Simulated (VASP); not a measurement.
Computed with LDA (Ceperley-Alder, Perdew-Zunger), VASP's LDA PAW potentials (set 64) (plane waves; VASP).

Gaps are without spin-orbit coupling.

- volume per atom = 20.35 Å³/atom
- band gap (over mesh and band path) = 0.10 eV
- smallest direct gap (over mesh and band path) = 2.03 eV

Task: Which relaxed crystal gives these values?
(A) KI, Fm-3m (225)
(B) CuCl, F-43m (216)
(C) Mg2Si, Fm-3m (225)
(D) Al2ZnS2Se2, Pm (6)

Result: C, Mg2Si, Fm-3m (225)
